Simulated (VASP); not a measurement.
Output of a VASP run:

**OSZICAR**
```
       N       E                     dE             d eps       ncg     rms          rms(c)
DAV:   1     0.455684794253E+03    0.45568E+03   -0.25480E+04  2240   0.139E+03
DAV:   2    -0.236717554600E+02   -0.47936E+03   -0.46931E+03  2363   0.403E+02
DAV:   3    -0.524160947265E+02   -0.28744E+02   -0.28449E+02  2505   0.908E+01
DAV:   4    -0.530944204668E+02   -0.67833E+00   -0.67628E+00  2407   0.149E+01
DAV:   5    -0.531137064592E+02   -0.19286E-01   -0.19276E-01  2519   0.249E+00    0.372E+01
RMM:   6    -0.507074063187E+02    0.24063E+01   -0.11460E+01  2340   0.154E+01    0.148E+01
RMM:   7    -0.504260544145E+02    0.28135E+00   -0.18710E+00  2224   0.591E+00    0.572E+00
RMM:   8    -0.504666936704E+02   -0.40639E-01   -0.74503E-01  2275   0.352E+00    0.137E+00
RMM:   9    -0.504565103556E+02    0.10183E-01   -0.15888E-01  2119   0.184E+00    0.787E-01
RMM:  10    -0.504568395551E+02   -0.32920E-03   -0.32262E-02  2415   0.780E-01    0.179E-01
RMM:  11    -0.504572250604E+02   -0.38551E-03   -0.87961E-03  2513   0.396E-01    0.805E-02
RMM:  12    -0.504572418265E+02   -0.16766E-04   -0.16105E-03  2572   0.186E-01    0.438E-02
RMM:  13    -0.504572619924E+02   -0.20166E-04   -0.43868E-04  2204   0.799E-02    0.324E-02
RMM:  14    -0.504572476899E+02    0.14303E-04   -0.15449E-04  2218   0.551E-02    0.166E-02
RMM:  15    -0.504572506174E+02   -0.29275E-05   -0.31586E-05  1373   0.230E-02
   1 F= -.50457251E+02 E0= -.50457251E+02  d E =-.504573E+02
       N       E                     dE             d eps       ncg     rms          rms(c)
DAV:   1    -0.505159599619E+02   -0.58712E-01   -0.93950E+00  2229   0.117E+01    0.368E+00
RMM:   2    -0.505452165924E+02   -0.29257E-01   -0.38930E-01  2022   0.293E+00    0.128E+00
RMM:   3    -0.505520825073E+02   -0.68659E-02   -0.75303E-02  2173   0.133E+00    0.886E-01
RMM:   4    -0.505526869529E+02   -0.60445E-03   -0.12706E-02  2026   0.582E-01    0.607E-01
RMM:   5    -0.505521433586E+02    0.54359E-03   -0.41870E-03  2059   0.304E-01    0.833E-02
RMM:   6    -0.505522403750E+02   -0.97016E-04   -0.99559E-04  2382   0.141E-01    0.830E-02
RMM:   7    -0.505522455752E+02   -0.52001E-05   -0.14233E-04  1847   0.577E-02    0.665E-02
RMM:   8    -0.505523363932E+02   -0.90818E-04   -0.44334E-04  1999   0.719E-02    0.640E-02
RMM:   9    -0.505522585299E+02    0.77863E-04   -0.12341E-04  1712   0.464E-02    0.331E-02
RMM:  10    -0.505522473445E+02    0.11185E-04   -0.15932E-04  1787   0.428E-02    0.403E-03
RMM:  11    -0.505522487177E+02   -0.13732E-05   -0.15213E-05  1164   0.217E-02
   2 F= -.50552249E+02 E0= -.50552249E+02  d E =-.949981E-01
       N       E                     dE             d eps       ncg     rms          rms(c)
DAV:   1    -0.505525949719E+02   -0.34763E-03   -0.63362E-02  2425   0.967E-01    0.264E-01
RMM:   2    -0.505527876593E+02   -0.19269E-03   -0.24799E-03  1968   0.237E-01    0.112E-01
RMM:   3    -0.505528274668E+02   -0.39807E-04   -0.43470E-04  1898   0.105E-01    0.619E-02
RMM:   4    -0.505528309605E+02   -0.34937E-05   -0.63832E-05  1764   0.455E-02
   3 F= -.50552831E+02 E0= -.50552831E+02  d E =-.955803E-01
```

**OUTCAR**
```
------------------------ aborting loop because EDIFF is reached ----------------------------------------
  FORCE on cell =-STRESS in cart. coord.  units (eV):
  Direction    XX          YY          ZZ          XY          YZ          ZX
  --------------------------------------------------------------------------------------
  Total       -0.0462073     -0.0462073      0.0410426      0.0000000      0.0000000      0.0000000
  in kB       -0.6828873     -0.6828873      0.6065596      0.0000000      0.0000000      0.0000000
  external PRESSURE =      -0.2530716 kB  Pullay stress =       0.0000000 kB
  volume of cell :      108.41
      direct lattice vectors                 reciprocal lattice vectors
     3.147557439  0.000000000  0.000000000     0.317706672  0.183428034  0.000000000
    -1.573778720  2.725864680  0.000000000     0.000000000  0.366856069  0.000000000
     0.000000000  0.000000000 12.635542546     0.000000000  0.000000000  0.079141833
 POSITION                                       TOTAL-FORCE (eV/Angst)
 -----------------------------------------------------------------------------------
      1.57378      0.90862      9.47666        -0.000000      0.000000      0.000000
     -0.00000      1.81724      3.15889         0.000000     -0.000000      0.000000
      1.57378      0.90862      4.72691         0.000000     -0.000000     -0.001168
     -0.00000      1.81724     11.04468        -0.000000      0.000000     -0.001168
     -0.00000      1.81724      7.90864        -0.000000      0.000000      0.001168
      1.57378      0.90862      1.59087         0.000000     -0.000000      0.001168
 -----------------------------------------------------------------------------------
    total drift:                                0.000607     -0.000351      0.000787
  FREE ENERGIE OF THE ION-ELECTRON SYSTEM (eV)
  ---------------------------------------------------
  free  energy   TOTEN  =       -50.5528309605 eV

  energy  without entropy=      -50.5528309605  energy(sigma->0) =      -50.55283096

 reached required accuracy - stopping structural energy minimisation
```
(Selected blocks of OUTCAR.)

**POSCAR**
```
WS2
1
    3.1475574392     0.0000000000     0.0000000000
   -1.5737787196     2.7258646803     0.0000000000
    0.0000000000     0.0000000000    12.6355425460
W S
2 4
Direct
  0.6666670000   0.3333330000   0.7500000000
  0.3333330000   0.6666670000   0.2500000000
  0.6666670000   0.3333330000   0.3780000000
  0.3333330000   0.6666670000   0.8780000000
  0.3333330000   0.6666670000   0.6220000000
  0.6666670000   0.3333330000   0.1220000000
```

Question: Write an INCAR and KPOINTS that could have produced this output.

Answer: Several could match; the one computed here: the input of the run itself, PBEsol GGA, plane waves, VASP's PBE PAW potentials (set 64).

**INCAR**
```
SYSTEM = WS2
PREC = Normal
ENCUT = 400
EDIFF = 1E-5
NELM = 100
ALGO = Fast
LREAL = .FALSE.
LASPH = .TRUE.
ISMEAR = 0
SIGMA = 0.05
GGA = PS
LMAXMIX = 6
LWAVE = .FALSE.
LCHARG = .FALSE.
NELMIN = 4
IBRION = 2
ISIF = 2
NSW = 20
EDIFFG = -0.03
```

### KPOINTS
```
Automatic mesh
0
Gamma
11 11 3
0 0 0
```

POTCAR, in this order: W_sv S (PBE.64 set). Program: vasp_std.

Without a dispersion term in the relaxation, distances and binding between the weakly bound layers, chains or molecules are unreliable, and so is what depends on them.

The compound is WS2 in the 2H layered structure. This run relaxes the ions in a fixed cell. Symmetry was kept, so distortions that lower it aren't found.
